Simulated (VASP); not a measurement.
These are PBEsol GGA, VASP's PBE PAW potentials (set 64) (plane waves; VASP 6.6.1) values and carry that method's errors.

VASP input:

File POSCAR:
```
SmNi5
1.0
  4.9220000000   0.0000000000   0.0000000000
 -2.4610000000   4.2625770000   0.0000000000
  0.0000000000   0.0000000000   3.9600000000
Ni Sm
5 1
Cartesian
 -0.0000024610   2.8417194209   0.0000000000
  2.4610024610   1.4208575791   0.0000000000
  2.4610000000   0.0000000000   1.9800000000
  1.2305000000   2.1312885000   1.9800000000
 -1.2305000000   2.1312885000   1.9800000000
  0.0000000000   0.0000000000   0.0000000000
```

**INCAR**
```
ISMEAR = 0   # Gaussian
LWAVE = F
LREAL = F
LMAXMIX = 6   # l cut-off of mixed one-centre charges
PREC = Accurate
LCHARG = F
LORBIT = 11   # lm-projected
NELM = 100   # most electronic steps
EDIFF = 1E-6   # SCF stop (eV)
LASPH = T   # aspherical one-centre terms
ISPIN = 2   # spin-polarised
SIGMA = 0.05
GGA = PS
ISIF = 2
ALGO = Normal   # blocked Davidson
MAGMOM = 2.0 2.0 2.0 2.0 2.0 5.0
ENCUT = 300   # plane-wave cut-off (eV)
SYSTEM = SmNi5
```

### KPOINTS
```
Automatic mesh
0
Gamma
5 5 6
0 0 0
```

POTCAR, in this order: Ni Sm (PBE.64 set). Program: vasp_std.

What VASP printed:

File OSZICAR:
```
...
DAV:  12    -0.458507557500E+02    0.41748E+02   -0.11342E+01  5039   0.628E+01    0.945E+01
DAV:  13    -0.426285340743E+02    0.32222E+01   -0.10801E+01  5474   0.119E+02    0.396E+01
DAV:  14    -0.394631869451E+02    0.31653E+01   -0.35405E+00  5660   0.167E+01    0.264E+01
DAV:  15    -0.397498251863E+02   -0.28664E+00   -0.78988E-01  5600   0.890E+00    0.211E+01
DAV:  16    -0.398652009721E+02   -0.11538E+00   -0.83617E-02  6039   0.182E+00    0.210E+01
DAV:  17    -0.402751786728E+02   -0.40998E+00   -0.98036E-02  5933   0.328E+00    0.216E+01
DAV:  18    -0.406642188564E+02   -0.38904E+00   -0.84358E-02  5322   0.402E+00    0.199E+01
DAV:  19    -0.407527150342E+02   -0.88496E-01   -0.29548E+00  5814   0.103E+01    0.207E+01
DAV:  20    -0.408107107511E+02   -0.57996E-01   -0.96713E-02  5283   0.258E+00    0.202E+01
DAV:  21    -0.407490079191E+02    0.61703E-01   -0.10081E-02  6007   0.104E+00    0.198E+01
DAV:  22    -0.407532483432E+02   -0.42404E-02   -0.16797E-03  6325   0.595E-01    0.196E+01
DAV:  23    -0.408849450479E+02   -0.13170E+00   -0.14444E-02  5566   0.221E+00    0.176E+01
DAV:  24    -0.411325373087E+02   -0.24759E+00   -0.14959E-01  6094   0.630E+00    0.124E+01
DAV:  25    -0.412087208435E+02   -0.76184E-01   -0.10329E-01  6054   0.297E+00    0.987E+00
DAV:  26    -0.412131958241E+02   -0.44750E-02   -0.12879E-02  4923   0.753E-01    0.982E+00
DAV:  27    -0.412287568535E+02   -0.15561E-01   -0.49145E-03  6423   0.590E-01    0.104E+01
DAV:  28    -0.412623901822E+02   -0.33633E-01   -0.62701E-02  6021   0.280E+00    0.101E+01
DAV:  29    -0.412820324630E+02   -0.19642E-01   -0.60640E-02  6180   0.152E+00    0.115E+01
DAV:  30    -0.412324952208E+02    0.49537E-01   -0.10387E-01  5627   0.210E+00    0.847E+00
DAV:  31    -0.412604077503E+02   -0.27913E-01   -0.32223E-01  5647   0.241E+00    0.687E+00
DAV:  32    -0.412360909111E+02    0.24317E-01   -0.83939E-02  5026   0.202E+00    0.571E+00
DAV:  33    -0.412434712960E+02   -0.73804E-02   -0.15267E-02  5706   0.676E-01    0.562E+00
DAV:  34    -0.412500507973E+02   -0.65795E-02   -0.68885E-02  5083   0.171E+00    0.573E+00
DAV:  35    -0.412520806918E+02   -0.20299E-02   -0.42906E-02  5941   0.118E+00    0.519E+00
DAV:  36    -0.412544234785E+02   -0.23428E-02   -0.11361E-02  5529   0.117E+00    0.594E+00
DAV:  37    -0.412579748437E+02   -0.35514E-02   -0.14228E-02  6095   0.115E+00    0.765E+00
DAV:  38    -0.412427880367E+02    0.15187E-01   -0.18760E-03  5747   0.298E-01    0.802E+00
DAV:  39    -0.412370866543E+02    0.57014E-02   -0.43988E-04  6546   0.181E-01    0.818E+00
DAV:  40    -0.412348347544E+02    0.22519E-02   -0.36082E-04  5652   0.183E-01    0.805E+00
DAV:  41    -0.412367656590E+02   -0.19309E-02   -0.17135E-03  4981   0.445E-01    0.768E+00
DAV:  42    -0.412360024240E+02    0.76324E-03   -0.41092E-04  4849   0.150E-01    0.762E+00
DAV:  43    -0.412339055562E+02    0.20969E-02   -0.13290E-04  5834   0.972E-02    0.750E+00
DAV:  44    -0.412372275327E+02   -0.33220E-02   -0.20989E-03  5110   0.412E-01    0.766E+00
DAV:  45    -0.412346052818E+02    0.26223E-02   -0.28559E-03  5030   0.543E-01    0.764E+00
DAV:  46    -0.412296334930E+02    0.49718E-02   -0.26133E-02  4961   0.152E+00    0.742E+00
DAV:  47    -0.412408623542E+02   -0.11229E-01   -0.20805E-02  5105   0.148E+00    0.734E+00
DAV:  48    -0.412406761360E+02    0.18622E-03   -0.13648E-02  5577   0.111E+00    0.743E+00
DAV:  49    -0.412309499053E+02    0.97262E-02   -0.11580E-02  5505   0.113E+00    0.779E+00
DAV:  50    -0.412422697953E+02   -0.11320E-01   -0.52314E-03  5468   0.898E-01    0.742E+00
DAV:  51    -0.412695902114E+02   -0.27320E-01   -0.29206E-01  5032   0.505E+00    0.107E+01
DAV:  52    -0.412503472991E+02    0.19243E-01   -0.12455E-02  5152   0.115E+00    0.102E+01
DAV:  53    -0.412527348235E+02   -0.23875E-02   -0.34562E-03  5392   0.524E-01    0.964E+00
DAV:  54    -0.412719106755E+02   -0.19176E-01   -0.15727E-03  5107   0.380E-01    0.101E+01
DAV:  55    -0.412738785828E+02   -0.19679E-02   -0.26065E-03  5355   0.356E-01    0.988E+00
DAV:  56    -0.413834612199E+02   -0.10958E+00   -0.95662E-01  5058   0.893E+00    0.106E+01
DAV:  57    -0.413593290376E+02    0.24132E-01   -0.49019E-02  4929   0.218E+00    0.110E+01
DAV:  58    -0.413939898662E+02   -0.34661E-01   -0.17665E-02  5137   0.116E+00    0.114E+01
DAV:  59    -0.413356147407E+02    0.58375E-01   -0.33832E-02  5033   0.231E+00    0.111E+01
DAV:  60    -0.412813360252E+02    0.54279E-01   -0.11053E-01  5038   0.350E+00    0.987E+00
DAV:  61    -0.414578909529E+02   -0.17655E+00   -0.28479E-01  5103   0.538E+00    0.755E+00
DAV:  62    -0.414220183112E+02    0.35873E-01   -0.19596E-01  5313   0.483E+00    0.820E+00
DAV:  63    -0.412526432900E+02    0.16938E+00   -0.16948E-01  5523   0.435E+00    0.111E+01
DAV:  64    -0.412561384321E+02   -0.34951E-02   -0.30479E-02  4614   0.123E+00    0.115E+01
DAV:  65    -0.414448493679E+02   -0.18871E+00   -0.10205E-01  5118   0.412E+00    0.981E+00
DAV:  66    -0.414120047808E+02    0.32845E-01   -0.39308E-01  5274   0.619E+00    0.741E+00
DAV:  67    -0.414325678882E+02   -0.20563E-01   -0.29495E-02  4334   0.142E+00    0.705E+00
DAV:  68    -0.414382117212E+02   -0.56438E-02   -0.12385E-01  5414   0.349E+00    0.699E+00
DAV:  69    -0.414413459391E+02   -0.31342E-02   -0.84894E-03  4508   0.750E-01    0.704E+00
DAV:  70    -0.414073028786E+02    0.34043E-01   -0.19621E-02  4926   0.181E+00    0.836E+00
DAV:  71    -0.413482924544E+02    0.59010E-01   -0.25594E-02  5214   0.231E+00    0.838E+00
DAV:  72    -0.412027204181E+02    0.14557E+00   -0.61955E-02  5012   0.284E+00    0.977E+00
DAV:  73    -0.411635671645E+02    0.39153E-01   -0.31653E-02  5952   0.184E+00    0.114E+01
DAV:  74    -0.412119955573E+02   -0.48428E-01   -0.91405E-03  5515   0.846E-01    0.112E+01
DAV:  75    -0.411900864641E+02    0.21909E-01   -0.34129E-03  6059   0.785E-01    0.110E+01
DAV:  76    -0.411101011137E+02    0.79985E-01   -0.43551E-02  5381   0.282E+00    0.112E+01
DAV:  77    -0.412325688365E+02   -0.12247E+00   -0.22886E-02  5321   0.197E+00    0.106E+01
DAV:  78    -0.412333916465E+02   -0.82281E-03   -0.51925E-03  6054   0.869E-01    0.106E+01
DAV:  79    -0.412623544757E+02   -0.28963E-01   -0.27746E-03  5805   0.544E-01    0.104E+01
DAV:  80    -0.412479562248E+02    0.14398E-01   -0.23566E-03  5656   0.385E-01    0.104E+01
DAV:  81    -0.412642055540E+02   -0.16249E-01   -0.43490E-03  5302   0.731E-01    0.997E+00
DAV:  82    -0.414128057973E+02   -0.14860E+00   -0.23146E-01  5151   0.349E+00    0.907E+00
DAV:  83    -0.414526473672E+02   -0.39842E-01   -0.35021E-02  5064   0.169E+00    0.804E+00
DAV:  84    -0.414541573717E+02   -0.15100E-02   -0.45760E-02  5631   0.244E+00    0.701E+00
DAV:  85    -0.414285320677E+02    0.25625E-01   -0.37966E-02  5058   0.213E+00    0.772E+00
DAV:  86    -0.414375312731E+02   -0.89992E-02   -0.54803E-03  5281   0.931E-01    0.794E+00
DAV:  87    -0.414180171765E+02    0.19514E-01   -0.52121E-03  4907   0.866E-01    0.858E+00
DAV:  88    -0.414092605494E+02    0.87566E-02   -0.27500E-03  5324   0.455E-01    0.863E+00
DAV:  89    -0.414085158639E+02    0.74469E-03   -0.66917E-04  6797   0.198E-01    0.872E+00
DAV:  90    -0.414087310945E+02   -0.21523E-03   -0.12174E-03  5460   0.265E-01    0.875E+00
DAV:  91    -0.414205281043E+02   -0.11797E-01   -0.29595E-03  4956   0.667E-01    0.832E+00
DAV:  92    -0.414217422170E+02   -0.12141E-02   -0.54067E-04  4457   0.173E-01    0.831E+00
DAV:  93    -0.414201883466E+02    0.15539E-02   -0.82073E-05  6215   0.128E-01    0.839E+00
DAV:  94    -0.414191944062E+02    0.99394E-03   -0.33275E-05  5962   0.602E-02    0.843E+00
DAV:  95    -0.414101711559E+02    0.90233E-02   -0.22184E-03  5087   0.457E-01    0.860E+00
DAV:  96    -0.414359310860E+02   -0.25760E-01   -0.27646E-02  5081   0.180E+00    0.784E+00
DAV:  97    -0.414413723702E+02   -0.54413E-02   -0.25250E-03  5169   0.501E-01    0.751E+00
DAV:  98    -0.414408491728E+02    0.52320E-03   -0.70352E-04  5864   0.364E-01    0.743E+00
DAV:  99    -0.414420737397E+02   -0.12246E-02   -0.40728E-04  6392   0.243E-01    0.733E+00
DAV: 100    -0.414413304166E+02    0.74332E-03   -0.40870E-04  5561   0.226E-01
   1 F= -.41441330E+02 E0= -.41430809E+02  d E =-.210424E-01  mag=     3.6100
```

File OUTCAR:
```
------------------------ aborting loop EDIFF was not reached (unconverged)  ----------------------------
  FORCE on cell =-STRESS in cart. coord.  units (eV):
  Direction    XX          YY          ZZ          XY          YZ          ZX
  --------------------------------------------------------------------------------------
  Total       -6.9357955     -6.9357954     -8.5747589      0.0000000      0.0000000      0.0000000
  in kB     -133.7512440   -133.7512416   -165.3573365      0.0000000      0.0000000      0.0000000
  external PRESSURE =    -144.2866074 kB  Pullay stress =       0.0000000 kB
  volume of cell :       83.08
      direct lattice vectors                 reciprocal lattice vectors
     4.922000000  0.000000000  0.000000000     0.203169443  0.117299934  0.000000000
    -2.461000000  4.262577000  0.000000000     0.000000000  0.234599868  0.000000000
     0.000000000  0.000000000  3.960000000     0.000000000  0.000000000  0.252525253
 POSITION                                       TOTAL-FORCE (eV/Angst)
 -----------------------------------------------------------------------------------
     -0.00000      2.84172      0.00000        -0.000000      0.000000     -0.000000
      2.46100      1.42086      0.00000         0.000000      0.000000      0.000000
      2.46100      0.00000      1.98000        -0.000000     -0.000000      0.000000
      1.23050      2.13129      1.98000        -0.000000     -0.000000      0.000000
     -1.23050      2.13129      1.98000        -0.000000     -0.000000      0.000000
      0.00000      0.00000      0.00000        -0.000000     -0.000000      0.000000
 -----------------------------------------------------------------------------------
    total drift:                                0.000000      0.000000      0.000000
  FREE ENERGIE OF THE ION-ELECTRON SYSTEM (eV)
  ---------------------------------------------------
  free  energy   TOTEN  =       -41.4413304166 eV

  energy  without entropy=      -41.4202879754  energy(sigma->0) =      -41.43080920

 total charge

# of ion       s       p       d       f       tot
--------------------------------------------------
    1        0.539   0.437   8.353   0.000   9.329
    2        0.539   0.437   8.353   0.000   9.329
    3        0.536   0.459   8.286   0.000   9.281
    4        0.536   0.459   8.286   0.000   9.281
    5        0.536   0.459   8.286   0.000   9.281
    6        2.045   5.614   0.562   5.350  13.571
--------------------------------------------------
tot          4.731   7.864  42.126   5.350  60.072

 magnetization (x)

# of ion       s       p       d       f       tot
--------------------------------------------------
    1        0.004   0.028  -0.471   0.000  -0.439
    2        0.004   0.028  -0.471   0.000  -0.439
    3        0.000   0.023  -0.534   0.000  -0.510
    4        0.000   0.023  -0.534   0.000  -0.510
    5        0.000   0.023  -0.534   0.000  -0.510
    6       -0.007  -0.054   0.123   5.257   5.319
--------------------------------------------------
tot          0.002   0.072  -2.422   5.257   2.909
```
(Selected blocks of OUTCAR.)

### stdout
```
...
DAV:  81    -0.412642055540E+02   -0.16249E-01   -0.43490E-03  5302   0.731E-01    0.997E+00
DAV:  82    -0.414128057973E+02   -0.14860E+00   -0.23146E-01  5151   0.349E+00    0.907E+00
DAV:  83    -0.414526473672E+02   -0.39842E-01   -0.35021E-02  5064   0.169E+00    0.804E+00
DAV:  84    -0.414541573717E+02   -0.15100E-02   -0.45760E-02  5631   0.244E+00    0.701E+00
DAV:  85    -0.414285320677E+02    0.25625E-01   -0.37966E-02  5058   0.213E+00    0.772E+00
DAV:  86    -0.414375312731E+02   -0.89992E-02   -0.54803E-03  5281   0.931E-01    0.794E+00
DAV:  87    -0.414180171765E+02    0.19514E-01   -0.52121E-03  4907   0.866E-01    0.858E+00
DAV:  88    -0.414092605494E+02    0.87566E-02   -0.27500E-03  5324   0.455E-01    0.863E+00
DAV:  89    -0.414085158639E+02    0.74469E-03   -0.66917E-04  6797   0.198E-01    0.872E+00
DAV:  90    -0.414087310945E+02   -0.21523E-03   -0.12174E-03  5460   0.265E-01    0.875E+00
DAV:  91    -0.414205281043E+02   -0.11797E-01   -0.29595E-03  4956   0.667E-01    0.832E+00
DAV:  92    -0.414217422170E+02   -0.12141E-02   -0.54067E-04  4457   0.173E-01    0.831E+00
DAV:  93    -0.414201883466E+02    0.15539E-02   -0.82073E-05  6215   0.128E-01    0.839E+00
DAV:  94    -0.414191944062E+02    0.99394E-03   -0.33275E-05  5962   0.602E-02    0.843E+00
DAV:  95    -0.414101711559E+02    0.90233E-02   -0.22184E-03  5087   0.457E-01    0.860E+00
DAV:  96    -0.414359310860E+02   -0.25760E-01   -0.27646E-02  5081   0.180E+00    0.784E+00
DAV:  97    -0.414413723702E+02   -0.54413E-02   -0.25250E-03  5169   0.501E-01    0.751E+00
DAV:  98    -0.414408491728E+02    0.52320E-03   -0.70352E-04  5864   0.364E-01    0.743E+00
DAV:  99    -0.414420737397E+02   -0.12246E-02   -0.40728E-04  6392   0.243E-01    0.733E+00
DAV: 100    -0.414413304166E+02    0.74332E-03   -0.40870E-04  5561   0.226E-01

 -----------------------------------------------------------------------------
|                                                                             |
|           W    W    AA    RRRRR   N    N  II  N    N   GGGG   !!!           |
|           W    W   A  A   R    R  NN   N  II  NN   N  G    G  !!!           |
|           W    W  A    A  R    R  N N  N  II  N N  N  G       !!!           |
|           W WW W  AAAAAA  RRRRR   N  N N  II  N  N N  G  GGG   !            |
|           WW  WW  A    A  R   R   N   NN  II  N   NN  G    G                |
|           W    W  A    A  R    R  N    N  II  N    N   GGGG   !!!           |
|                                                                             |
|     The electronic self-consistency was not achieved in the given           |
|     number of steps (NELM). The forces and other quantities evaluated       |
|     might not be reliable so examine the results carefully. If you find     |
|     spurious results, we suggest increasing NELM, if you were close to      |
|     convergence or switching to a different ALGO or adjusting the           |
|     density mixing parameters otherwise.                                    |
|                                                                             |
 -----------------------------------------------------------------------------

   1 F= -.41441330E+02 E0= -.41430809E+02  d E =-.210424E-01  mag=     3.6100
```

The run did not converge; its last values are not results.

At this cut-off the stress carries a Pulay error, which pulls relaxed volumes low.

The structure comes from a measured SmNi5 entry of the Crystallography Open Database, whose conditions weren't checked. The cell was not relaxed at this level.
